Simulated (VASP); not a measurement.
A run of VASP 6.6.1 is set up as follows.

Contents of INCAR:

```
PREC = Accurate ; ENCUT = 520
EDIFF = 1E-7 ; ISMEAR = -1
SIGMA = 0.05 ; LREAL = F
LASPH = T ; NELM = 120
ALGO = Normal ; ISIF = 2
LWAVE = F ; LCHARG = F
ISPIN = 2 ; MAGMOM = 0 4
LORBIT = 11 ; LMAXMIX = 4
GGA = PS ; NBANDS = 23
```

File KPOINTS:

```
regular mesh
0
Gamma
  8 8 8
```

POSCAR

```
MnAu
1.0
    3.2077580700      0.0000000000      0.0000000000
    0.0000000000      3.2077580700      0.0000000000
    0.0000000000      0.0000000000      3.2077580700
Au Mn
1 1
Direct
   -0.0006420000     -0.0036180000     -0.0215510000
    0.5004550000      0.5144430000      0.4986280000
```

Potentials or basis: VASP PAW PBE potentials, release 64 (Au, Mn_pv).

The run is started by

```console
$ cat potpaw_PBE.64/Au/POTCAR potpaw_PBE.64/Mn_pv/POTCAR > POTCAR
$ mpirun -np 1 vasp_std > vasp.out
```

**Question.** Predict the largest force.

**Answer.** 0.334 eV/Å.

**Question.** Estimate the site moments.

**Answer.** Au +0.05; Mn +3.86 μB.

Stress tensor (GPa, compression positive):
```
-5.57  0.02  0.02
 0.02 -5.72  0.30
 0.02  0.30 -5.75
```

Caveat: the PAW data sets were made with another functional, which shifts forces and pressure a little. The run has no spin-orbit coupling, so splittings on Au are missing.
